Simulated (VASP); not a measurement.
An input for Quantum ESPRESSO's pw.x (written as the equivalent of a VASP run, and not itself run):

```
&CONTROL
  calculation = 'scf'
  pseudo_dir = './pseudo'
  outdir = './out'
  tprnfor = .true.
  tstress = .true.
/
&SYSTEM
  ibrav = 0
  nat = 3
  ntyp = 2
  ecutwfc = 84
  occupations = 'smearing'
  smearing = 'fermi-dirac'
  degauss = 0.003675
  input_dft = 'pbe'
/
&ELECTRONS
  conv_thr = 7.3e-08
  electron_maxstep = 100
/
ATOMIC_SPECIES
  Te 127.600 Te.upf
  Pt 195.084 Pt.upf
CELL_PARAMETERS angstrom
     4.0300000    0.0000000    0.0000000
    -2.0150000    3.4900820    0.0000000
     0.0000000    0.0000000   16.6518000
ATOMIC_POSITIONS crystal
  Te   0.3270370  0.6585180  0.5803510
  Te   0.6738660  0.3420040  0.4180360
  Pt  -0.0009030 -0.0005220  0.5016130
K_POINTS automatic
  5 5 1 0 0 0
```

**Question.** Translate this input to VASP (INCAR, KPOINTS, POSCAR, choice of POTCAR).

**Answer.** Several could match; the one computed here: 
**INCAR**
```
SYSTEM = PtTe2
PREC = Accurate; ENCUT = 300; LREAL = .False.
LASPH = .True.
EDIFF = 1E-6; NELM = 100; ALGO = Normal
LMAXMIX = 6
ISMEAR = -1; SIGMA = 0.05
GGA = PE
ISIF = 2
LWAVE = .False.; LCHARG = .False.
```

### KPOINTS
```
Automatic mesh
0
Gamma
5 5 1
0 0 0
```

POSCAR:
```
PtTe2
1
    4.0300000000     0.0000000000     0.0000000000
   -2.0150000000     3.4900820000     0.0000000000
    0.0000000000     0.0000000000    16.6518000000
Te Pt
2 1
Direct
  0.3270370000   0.6585180000   0.5803510000
  0.6738660000   0.3420040000   0.4180360000
 -0.0009030000  -0.0005220000   0.5016130000
```

POTCAR, in this order: Te Pt (PBE.64 set). Program: vasp_std.

Limits of the translation: the potentials are each code's own (VASP's PAW set, PseudoDojo norm-conserving files in pw.x), so ENCUT and ecutwfc are chosen apart and not converted; conv_thr bounds pw.x's estimated SCF error, while EDIFF bounds the energy change between steps.

The cell is a sheet with vacuum, built from a generated structure.
